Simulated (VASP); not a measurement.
Calculation: PBEsol GGA, VASP's PBE PAW potentials (set 64) (plane waves; VASP).

A VASP calculation is set up with these files.

**KPOINTS**
```
k-points along high-symmetry lines
11
Line-mode
Reciprocal
  0.000000   0.000000   0.000000 ! GAMMA
 -0.500000   0.500000   0.000000 ! X

 -0.500000   0.500000   0.000000 ! X
 -0.500000   0.500000   0.500000 ! M

 -0.500000   0.500000   0.500000 ! M
  0.000000   0.000000   0.000000 ! GAMMA

  0.000000   0.000000   0.000000 ! GAMMA
 -0.297055  -0.297055   0.297055 ! Z

 -0.702945   0.297055   0.702945 ! Z_0
 -0.500000   0.500000   0.500000 ! M

 -0.500000   0.500000   0.000000 ! X
 -0.750000   0.250000   0.250000 ! P

 -0.750000   0.250000   0.250000 ! P
 -0.500000   0.000000   0.500000 ! N

 -0.500000   0.000000   0.500000 ! N
  0.000000   0.000000   0.000000 ! GAMMA
```

POSCAR:
```
TiO2
1
   -4.3367275261     4.3367275277     1.8816446614
    4.3367275261    -4.3367275277     1.8816446614
    4.3367275277     4.3367275261    -1.8816446614
Ti O
4 8
Direct
  0.2922799946   0.0029338284   0.2952138230
  0.7077200054   0.9970661716   0.7047861770
  0.0029338284   0.7077200054   0.7106538337
  0.9970661716   0.2922799946   0.2893461663
  0.4988935815   0.1508606170   0.6497541985
  0.5011064185   0.8491393830   0.3502458015
  0.1508606170   0.5011064185   0.6519670354
  0.8491393830   0.4988935815   0.3480329646
  0.1614940120   0.8403476873   0.0018416993
  0.8385059880   0.1596523127   0.9981583007
  0.8403476873   0.8385059880   0.6788536753
  0.1596523127   0.1614940120   0.3211463247
```

**INCAR**
```
SYSTEM = TiO2
PREC = Accurate; ENCUT = 520; LREAL = .False.
LASPH = .True.; ICHARG = 11
EDIFF = 1E-7; NELM = 100; ALGO = Normal
LMAXMIX = 4
ISMEAR = 0; SIGMA = 0.05
GGA = PS
LWAVE = .False.; LCHARG = .False.; LORBIT = 11
```

POTCAR, in this order: Ti_sv O (PBE.64 set). Program: vasp_std. Read from the step before: CHGCAR.

Output of the run:

OUTCAR:
```
 ion  position               nearest neighbor table
   1  0.292  0.003  0.295-  12 1.79   9 1.81   8 1.95   8 1.95   5 2.20   6 2.25
   2  0.708  0.997  0.705-  11 1.79  10 1.81   7 1.95   7 1.95   6 2.20   5 2.25
   3  0.003  0.708  0.711-   9 1.79  11 1.81   5 1.95   5 1.95   7 2.20   8 2.25
   4  0.997  0.292  0.289-  10 1.79  12 1.81   6 1.95   6 1.95   8 2.20   7 2.25
   5  0.499  0.151  0.650-   3 1.95   3 1.95   1 2.20   2 2.25
   6  0.501  0.849  0.350-   4 1.95   4 1.95   2 2.20   1 2.25
   7  0.151  0.501  0.652-   2 1.95   2 1.95   3 2.20   4 2.25
   8  0.849  0.499  0.348-   1 1.95   1 1.95   4 2.20   3 2.25
   9  0.161  0.840  0.002-   3 1.79   1 1.81
  10  0.839  0.160  0.998-   4 1.79   2 1.81
  11  0.840  0.839  0.679-   2 1.79   3 1.81
  12  0.160  0.161  0.321-   1 1.79   4 1.81
  LATTYP: Found a body centered tetragonal cell.
 ALAT       =     8.6734550538
 C/A-ratio  =     0.4338858390
 Subroutine PRICEL returns:
 Original cell was already a primitive cell.
 Subroutine GETGRP returns: Found  8 space group operations
The static configuration has the point symmetry C_4h.
The dynamic configuration has the point symmetry C_4h.
 Subroutine INISYM returns: Found  8 space group operations
   k-points           NKPTS =     88   k-points in BZ     NKDIM =     88   number of bands    NBANDS=     57
   number of dos      NEDOS =    301   number of ions     NIONS =     12
   total plane-waves  NPLWV = 110592
   dimension x,y,z NGX =    48 NGY =   48 NGZ =   48
   dimension x,y,z NGXF=    96 NGYF=   96 NGZF=   96
   ions per type =               4   8
   PREC   = accura    normal or accurate (medium, high low for compatibility)
   ISTART =      0    job   : 0-new  1-cont  2-samecut
   ICHARG =     11    charge: 1-file 2-atom 10-const
   ISPIN  =      1    spin polarized calculation?
   LNONCOLLINEAR =      F non collinear calculations
   LSORBIT =      F    spin-orbit coupling
   INIWAV =      1    electr: 0-lowe 1-rand  2-diag
   ENCUT  =  520.0 eV  38.22 Ry    6.18 a.u.  11.93 11.93 11.93*2*pi/ulx,y,z
   NELM   =    100;   NELMIN=  2; NELMDL= -5     # of ELM steps
   EDIFF  = 0.1E-06   stopping-criterion for ELM
   LREAL  =      F    real-space projection
   NLSPLINE    = F    spline interpolate recip. space projectors
...
```

File OSZICAR:
```
       N       E                     dE             d eps       ncg     rms          rms(c)
DAV:   1     0.140037184438E+04    0.14004E+04   -0.49997E+04 10336   0.201E+03
DAV:   2     0.153929422300E+03   -0.12464E+04   -0.12016E+04 10381   0.601E+02
DAV:   3    -0.820156940979E+02   -0.23595E+03   -0.22255E+03 14416   0.221E+02
DAV:   4    -0.108987319027E+03   -0.26972E+02   -0.26063E+02 15461   0.710E+01
DAV:   5    -0.110737465295E+03   -0.17501E+01   -0.17469E+01 14932   0.156E+01
DAV:   6    -0.110780973319E+03   -0.43508E-01   -0.43496E-01 14533   0.281E+00
DAV:   7    -0.110782612512E+03   -0.16392E-02   -0.16391E-02 14952   0.465E-01
DAV:   8    -0.110782643147E+03   -0.30635E-04   -0.30633E-04 14560   0.681E-02
DAV:   9    -0.110782644274E+03   -0.11277E-05   -0.11276E-05 14344   0.121E-02
DAV:  10    -0.110782644309E+03   -0.34681E-07   -0.34597E-07 10056   0.196E-03
   1 F= -.11078264E+03 E0= -.11078264E+03  d E =-.107484E-17
```

OUTCAR:
```
 val. band max:        3.0389872870   @ k =  -0.5000   0.5000   0.5000

 cond. band min:       4.6108630617   @ k =   0.0000   0.0000   0.0000



 k-point     1 :       0.0000    0.0000    0.0000
  band No.  band energies     occupation
      1     -53.0498      2.00000
      2     -53.0286      2.00000
      3     -53.0285      2.00000
      4     -53.0107      2.00000
      5     -29.6070      2.00000
      6     -29.5865      2.00000
      7     -29.5629      2.00000
      8     -29.5629      2.00000
      9     -29.4225      2.00000
     10     -29.3856      2.00000
     11     -29.3710      2.00000
     12     -29.3709      2.00000
     13     -29.3595      2.00000
     14     -29.3595      2.00000
     15     -29.3313      2.00000
     16     -29.3234      2.00000
     17     -14.8088      2.00000
     18     -13.8498      2.00000
     19     -13.8497      2.00000
     20     -13.5806      2.00000
     21     -13.1576      2.00000
     22     -13.0895      2.00000
     23     -12.8385      2.00000
     24     -12.8384      2.00000
     25      -1.7381      2.00000
     26      -1.4242      2.00000
     27      -1.2166      2.00000
     28      -0.9133      2.00000
     29      -0.9132      2.00000
     30      -0.6947      2.00000
     31      -0.2317      2.00000
     32      -0.1398      2.00000
     33       0.2099      2.00000
     34       0.2099      2.00000
     35       0.2397      2.00000
     36       0.2398      2.00000
     37       0.9087      2.00000
     38       0.9088      2.00000
     39       1.0672      2.00000
     40       1.3313      2.00000
     41       1.5507      2.00000
     42       1.5508      2.00000
     43       1.5829      2.00000
     44       1.8902      2.00000
     45       2.0897      2.00000
     46       2.0897      2.00000
     47       2.0962      2.00000
     48       2.3263      2.00000
     49       4.6109      0.00000
     50       6.0751      0.00000
     51       6.0751      0.00000
     52       6.1317      0.00000
...
```

The density is held fixed in this step, so its total energy and stress have no physical meaning.

The structure comes from a computed database's TiO2 entry (I4/m); how it stands against other phases isn't given here. It was relaxed first.
